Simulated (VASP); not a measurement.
An input for Quantum ESPRESSO's pw.x (written as the equivalent of a VASP run, and not itself run):

```
&CONTROL
  calculation = 'vc-relax'
  pseudo_dir = './pseudo'
  outdir = './out'
  tprnfor = .true.
  tstress = .true.
  nstep = 40
  forc_conv_thr = 0.00078
/
&SYSTEM
  ibrav = 0
  nat = 3
  ntyp = 2
  ecutwfc = 86
  occupations = 'smearing'
  smearing = 'methfessel-paxton'
  degauss = 0.00735
  input_dft = 'pbesol'
/
&ELECTRONS
  conv_thr = 7.3e-08
  electron_maxstep = 100
/
&IONS
/
&CELL
  press = 450
/
ATOMIC_SPECIES
  Sn 118.710 Sn.upf
  Se 78.971 Se.upf
CELL_PARAMETERS angstrom
     1.6986752   -2.9422874    0.0000000
     1.6986752    2.9422874   -0.0000000
    -0.0000000   -0.0000000    5.1351296
ATOMIC_POSITIONS crystal
  Sn   0.0000000  0.0000000  0.0000000
  Se   0.3333330  0.6666670  0.3167343
  Se   0.6666670  0.3333330  0.6832657
K_POINTS automatic
  10 10 6 0 0 0
```

Write the VASP files for the same calculation (PBEsol).

One answer among several that fit: 
### INCAR
```
ALGO  =  Normal
EDIFF  =  1E-6
EDIFFG  =  -0.02
ENCUT  =  500
GGA  =  PS
IBRION  =  2
ISIF  =  3
ISMEAR  =  1
LASPH  =  .TRUE.
LCHARG  =  .FALSE.
LMAXMIX  =  4
LREAL  =  .FALSE.
LWAVE  =  .FALSE.
NELM  =  100
NSW  =  40
PREC  =  Accurate
PSTRESS  =  450
SIGMA  =  0.1
SYSTEM  =  SnSe2
```

File KPOINTS:
```
Automatic mesh
0
Gamma
10 10 6
0 0 0
```

### POSCAR
```
SnSe2
1
    1.6986751954    -2.9422874020     0.0000000000
    1.6986751954     2.9422874020    -0.0000000000
   -0.0000000000    -0.0000000000     5.1351296446
Sn Se
1 2
Direct
  0.0000000000   0.0000000000   0.0000000000
  0.3333330000   0.6666670000   0.3167343135
  0.6666670000   0.3333330000   0.6832656865
```

POTCAR, in this order: Sn_d Se (PBE.64 set). Program: vasp_std.

Limits of the translation: the potentials are each code's own (VASP's PAW set, PseudoDojo norm-conserving files in pw.x), so ENCUT and ecutwfc are chosen apart and not converted; conv_thr bounds pw.x's estimated SCF error, while EDIFF bounds the energy change between steps; forc_conv_thr acts on force components and is met together with etot_conv_thr.

The compound is SnSe2 in the 1T layered structure. It was relaxed first under an external pressure of 45 GPa.
